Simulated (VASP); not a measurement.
Consider the following.

```
Ge
1.0
    0.00000     2.83195     2.91691
    2.91691     0.00000     2.91691
    2.91691     2.83195     0.00000
Ge
2
Cartesian
  0.00000   0.00000   0.00000
  1.45845   1.41597   1.45845
```

Computed with PBEsol GGA, VASP's PBE PAW potentials (set 64) (plane waves; VASP). Run with 480 eV cut-off, 10×10×10 Γ-centred mesh, first-order Methfessel-Paxton smearing of 0.10 eV, potentials Ge_d.

### Question
Predict the energy per atom (σ→0), pressure, band gap (on the k-mesh) with the smallest direct gap where there is one.

### Answer

```json
{
  "band gap (on the k-mesh)": "none (metal, semimetal or under 0.01 eV)",
  "energy per atom (σ→0)": "-4.919 eV/atom",
  "pressure": "-33.6 kbar"
}
```

Total energies compare only between runs with the same potentials, cut-off and functional.

The compound is Ge in the diamond structure. This cell was strained or had an atom moved on purpose.
